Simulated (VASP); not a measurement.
Data:

```
PbTe
1.0
    0.00000     3.24300     3.24300
    3.24300     0.00000     3.24300
    3.24300     3.24300     0.00000
Te Pb
1 1
Direct
  0.50000   0.50000   0.50000
  0.00000   0.00000   0.00000
```

Method: optB88-vdW, VASP's PBE PAW potentials (set 64) (plane waves; VASP). Run with 520 eV cut-off, 7×7×7 Γ-centred mesh, Gaussian smearing of 0.050 eV, potentials Te Pb_d.

**Question.** What does the run give for the energy per atom (σ→0), pressure?

**Answer.** 
The energy per atom (σ→0) comes out as -1.198 eV/atom and the pressure comes out as 1.33 GPa.

The compound is PbTe in the rock salt structure. This cell is one point of a volume scan, at 0.97 of the reference volume.
